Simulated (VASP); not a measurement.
Given:

```
Na2S
1.0
    0.00000     3.15746     3.15746
    3.15746     0.00000     3.15746
    3.15746     3.15746     0.00000
Na S
2 1
Cartesian
  1.57873   1.57873   1.57873
  4.73619   4.73619   4.73619
  0.00000   0.00000   0.00000
```

Computed with LDA (Ceperley-Alder, Perdew-Zunger), VASP's LDA PAW potentials (set 64) (plane waves; VASP). Run with 520 eV cut-off, 6×6×6 Γ-centred mesh, Gaussian smearing of 0.050 eV, potentials Na_pv S.

Question: Give the stress tensor in GPa (positive for a compressed cell).

Answer: 
```
1.21  0.00  0.00
0.00  1.21  0.00
0.00  0.00  1.21
```
The pressure is its mean diagonal, 1.21 GPa.

The compound is Na2S in the antifluorite structure. This cell is one point of a volume scan, at 0.97 of the reference volume.
